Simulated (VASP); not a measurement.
Level of theory: PBEsol GGA, VASP's PBE PAW potentials (set 64) (plane waves; VASP).

A VASP calculation is set up with these files.

POSCAR:
```
I
1
    2.3950000000    -3.6350000000     0.0000000000
    2.3950000000     3.6350000000     0.0000000000
    0.0000000000     0.0000000000     9.7900000000
I
4
Direct
  0.8460000000   0.8460000000   0.8830000000
  0.6540000000   0.6540000000   0.3830000000
  0.3460000000   0.3460000000   0.6170000000
  0.1540000000   0.1540000000   0.1170000000
```

**KPOINTS**
```
kpoints
0
G
3 3 2
0 0 0
```

**INCAR**
```
SYSTEM = I
PREC = Accurate
ENCUT = 300
EDIFF = 1E-6
NELM = 100
ALGO = Normal
LREAL = .FALSE.
LASPH = .TRUE.
ISMEAR = -1
SIGMA = 0.01
GGA = PS
LMAXMIX = 4
LWAVE = .FALSE.
LCHARG = .FALSE.
ISIF = 2
```

POTCAR, in this order: I (PBE.64 set). Program: vasp_std.

The resulting files:

File OSZICAR:
```
       N       E                     dE             d eps       ncg     rms          rms(c)
DAV:   1     0.126782423959E+03    0.12678E+03   -0.77396E+03   288   0.799E+02
DAV:   2     0.150814057775E+01   -0.12527E+03   -0.12408E+03   410   0.155E+02
DAV:   3    -0.694256980674E+01   -0.84507E+01   -0.84380E+01   338   0.486E+01
DAV:   4    -0.713283225574E+01   -0.19026E+00   -0.19024E+00   422   0.872E+00
DAV:   5    -0.713427355424E+01   -0.14413E-02   -0.14413E-02   336   0.630E-01    0.982E+00
DAV:   6    -0.695139867444E+01    0.18287E+00   -0.16413E-01   310   0.207E+00    0.658E+00
DAV:   7    -0.689710567297E+01    0.54293E-01   -0.39591E-01   306   0.322E+00    0.607E-01
DAV:   8    -0.688780269281E+01    0.93030E-02   -0.53787E-02   296   0.127E+00    0.319E-01
DAV:   9    -0.688788679032E+01   -0.84098E-04   -0.11367E-03   316   0.228E-01    0.112E-01
DAV:  10    -0.688791757979E+01   -0.30789E-04   -0.12431E-04   314   0.712E-02    0.160E-02
DAV:  11    -0.688791816642E+01   -0.58663E-06   -0.83720E-06   348   0.179E-02
   1 F= -.68879182E+01 E0= -.68879182E+01  d E =-.723474E-11
```

**OUTCAR**
```
------------------------ aborting loop because EDIFF is reached ----------------------------------------
  FORCE on cell =-STRESS in cart. coord.  units (eV):
  Direction    XX          YY          ZZ          XY          YZ          ZX
  --------------------------------------------------------------------------------------
  Total       -1.3154179      0.2744030     -1.1115778      0.0000000      0.0000000     -0.0000000
  in kB      -12.3637922      2.5791509    -10.4478715      0.0000000      0.0000000     -0.0000000
  external PRESSURE =      -6.7441709 kB  Pullay stress =       0.0000000 kB
  volume of cell :      170.46
      direct lattice vectors                 reciprocal lattice vectors
     2.395000000 -3.635000000  0.000000000     0.208768267 -0.137551582  0.000000000
     2.395000000  3.635000000  0.000000000     0.208768267  0.137551582  0.000000000
     0.000000000  0.000000000  9.790000000     0.000000000  0.000000000  0.102145046
 POSITION                                       TOTAL-FORCE (eV/Angst)
 -----------------------------------------------------------------------------------
      4.05234      0.00000      8.64457        -0.159365      0.000000     -0.376942
      3.13266      0.00000      3.74957         0.159365      0.000000     -0.376942
      1.65734      0.00000      6.04043        -0.159365      0.000000      0.376942
      0.73766      0.00000      1.14543         0.159365      0.000000      0.376942
 -----------------------------------------------------------------------------------
    total drift:                                0.000000     -0.000000      0.000000
  FREE ENERGIE OF THE ION-ELECTRON SYSTEM (eV)
  ---------------------------------------------------
  free  energy   TOTEN  =        -6.8879181664 eV

  energy  without entropy=       -6.8879181664  energy(sigma->0) =       -6.88791817
```
(Selected blocks of OUTCAR.)

OUTCAR:
```
 val. band max:        2.3716747907   @ k =   0.0000   0.0000   0.0000

 cond. band min:       3.6041367697   @ k =  -0.3333   0.3333   0.0000


 Fermi energy:         2.5926683337

 k-point     1 :       0.0000    0.0000    0.0000
  band No.  band energies     occupation
      1     -11.1003      2.00000
      2     -10.5958      2.00000
      3      -9.2085      2.00000
      4      -8.2275      2.00000
      5      -2.0645      2.00000
      6      -0.7308      2.00000
      7       0.6683      2.00000
      8       0.7133      2.00000
      9       1.2131      2.00000
     10       1.2257      2.00000
     11       1.3626      2.00000
     12       1.8112      2.00000
     13       2.3048      2.00000
     14       2.3717      2.00000
     15       3.6735      0.00000
     16       4.4604      0.00000
     17       7.4968      0.00000
     18       7.5589      0.00000

 k-point     2 :       0.3333    0.0000    0.0000
  band No.  band energies     occupation
      1     -10.7946      2.00000
      2     -10.5185      2.00000
      3      -8.9696      2.00000
      4      -8.4948      2.00000
      5      -2.0998      2.00000
      6      -1.5890      2.00000
      7      -0.1917      2.00000
      8      -0.1028      2.00000
      9       0.7125      2.00000
     10       0.8851      2.00000
     11       1.4979      2.00000
     12       1.5466      2.00000
     13       1.9906      2.00000
     14       2.0690      2.00000
     15       4.1722      0.00000
     16       4.4067      0.00000
     17       7.9968      0.00000
     18       8.0112      0.00000

 k-point     3 :       0.3333    0.3333    0.0000
  band No.  band energies     occupation
      1     -10.6342      2.00000
      2     -10.4576      2.00000
      3      -8.8247      2.00000
      4      -8.5341      2.00000
      5      -1.9455      2.00000
      6      -1.7365      2.00000
      7      -0.6489      2.00000
      8      -0.0520      2.00000
      9       0.0951      2.00000
...
```

Unless said otherwise, spin-orbit coupling is left out, though it shifts the bands of the heavy elements here.

The structure is a typed I crystal (Cmce). The cell was not relaxed at this level. The k-mesh is coarse (spacing up to 0.52 per Å, 2π included), so the numbers may not be converged in it. The run is one of a series of settings (GGA = PS against the base run), some of them coarse on purpose.
